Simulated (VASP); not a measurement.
Data:

```yaml
crystal:
  lattice:
    - [2.08046, -5.97814, 0.00000]
    - [2.08046, 5.97814, 0.00000]
    - [0.00000, 0.00000, 4.27597]
  atoms:
    - { symbol: Pb, position: [0.86959, 0.13041, 0.75000] }
    - { symbol: Pb, position: [0.13041, 0.86959, 0.25000] }
    - { symbol: S, position: [0.64514, 0.35486, 0.75000] }
    - { symbol: S, position: [0.35486, 0.64514, 0.25000] }
```

Calculation: r2SCAN meta-GGA, VASP's PBE PAW potentials (set 64) (plane waves; VASP). Settings: 400 eV cut-off, 6×6×6 Γ-centred mesh, tetrahedra with Blöchl corrections, potentials Pb_d S.

The path is coarsely sampled, so an indirect gap can come out somewhat too large. Unless said otherwise, spin-orbit coupling is left out, though it shifts the bands of the heavy elements here.

**Question.** Predict the energy per atom (σ→0), band gap (over mesh and band path) with the smallest direct gap where there is one.

**Answer.** 
| Property | Value |
|---|---|
| band gap (over mesh and band path) | 1.39 eV |
| smallest direct gap (over mesh and band path) | 1.54 eV |
| energy per atom (σ→0) | -32.784 eV/atom |

Only differences to runs with the same potentials and settings are physical.

The structure comes from a computed database's PbS entry (Cmcm); how it stands against other phases isn't given here. It was relaxed first.
